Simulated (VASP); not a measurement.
An input for Quantum ESPRESSO's pw.x (written as the equivalent of a VASP run, and not itself run):

```
&CONTROL
  calculation = 'vc-relax'
  pseudo_dir = './pseudo'
  outdir = './out'
  tprnfor = .true.
  tstress = .true.
  nstep = 40
  forc_conv_thr = 0.00078
/
&SYSTEM
  ibrav = 0
  nat = 1
  ntyp = 1
  ecutwfc = 84
  occupations = 'smearing'
  smearing = 'methfessel-paxton'
  degauss = 0.00735
  input_dft = 'pbe'
/
&ELECTRONS
  conv_thr = 7.3e-08
  electron_maxstep = 100
/
&IONS
/
&CELL
  press = 100
/
ATOMIC_SPECIES
  V 50.941 V.upf
CELL_PARAMETERS angstrom
    -1.4743762    1.4743762    1.4743762
     1.4743762   -1.4743762    1.4743762
     1.4743762    1.4743762   -1.4743762
ATOMIC_POSITIONS crystal
  V    0.0000000  0.0000000  0.0000000
K_POINTS automatic
  17 17 17 0 0 0
```

### Question
Write the VASP files for the same calculation (PBE).

### Answer
One answer among several that fit: 
### KPOINTS
```
Automatic
0
G
 17 17 17
0 0 0
```

INCAR:
```
SYSTEM = V
PREC = Accurate
ENCUT = 500
EDIFF = 1E-6
NELM = 100
ALGO = Normal
LREAL = .FALSE.
LASPH = .TRUE.
ISMEAR = 1
SIGMA = 0.1
GGA = PE
LMAXMIX = 4
LWAVE = .FALSE.
LCHARG = .FALSE.
IBRION = 2
ISIF = 3
NSW = 40
EDIFFG = -0.02
PSTRESS = 100
```

### POSCAR
```
V
1.0
 -1.4743762449   1.4743762449   1.4743762449
  1.4743762449  -1.4743762449   1.4743762449
  1.4743762449   1.4743762449  -1.4743762449
V
1
Cartesian
  0.0000000000   0.0000000000   0.0000000000
```

POTCAR, in this order: V_sv (PBE.64 set). Program: vasp_std.

What does not carry over: the potentials are each code's own (VASP's PAW set, PseudoDojo norm-conserving files in pw.x), so ENCUT and ecutwfc are chosen apart and not converted; conv_thr bounds pw.x's estimated SCF error, while EDIFF bounds the energy change between steps; forc_conv_thr acts on force components and is met together with etot_conv_thr.

The compound is V in the bcc structure. It was relaxed first under an external pressure of 10 GPa.
